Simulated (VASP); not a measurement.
A convergence study with VASP on BAs (zinc blende): one setting is varied, all else stays as given below, so the limit is that of these other settings.

```xyz
2
Lattice="0.0000 2.3900 2.3900 2.3900 0.0000 2.3900 2.3900 2.3900 0.0000" Properties=species:S:1:pos:R:3 pbc="T T T"
B      0.0000     0.0000     0.0000
As     1.1950     1.1950     1.1950
```

All values below come from PBEsol GGA, VASP's PBE PAW potentials (set 64) (plane waves; VASP 6.6.1). The tightest run used: 700 eV cut-off, 16×16×16 Γ-centred mesh, Gaussian smearing of 0.010 eV, potentials B As.

Problem. The settings run are 4×4×4 mesh; 6×6×6 mesh; 10×10×10 mesh; 12×12×12 mesh; 14×14×14 mesh; 16×16×16 mesh. From which on does the mean ε∞ stay within 0.3  of the tightest run?

Solution. From 10×10×10 mesh on: it is off by 0.13 there and by no more than 0.3 in any finer run, while 6×6×6 mesh is off by 1.55.
| setting | mean ε∞ | irreducible k-points | difference judged () |
|---|---|---|---|
| 4×4×4 mesh | 15.44 | 8 | 5.56 |
| 6×6×6 mesh | 11.43 | 16 | 1.55 |
| 10×10×10 mesh | 10.01 | 47 | 0.13 |
| 12×12×12 mesh | 9.92 | 72 | 0.03 |
| 14×14×14 mesh | 9.89 | 104 | 0.01 |
| 16×16×16 mesh | 9.88 | 145 | 0.00 |

Left out are rungs that failed or repeat a setting and relaxations that didn't move; long series are thinned to 24 rows.

The compound is BAs in the zinc blende structure. The cell was not relaxed at this level.
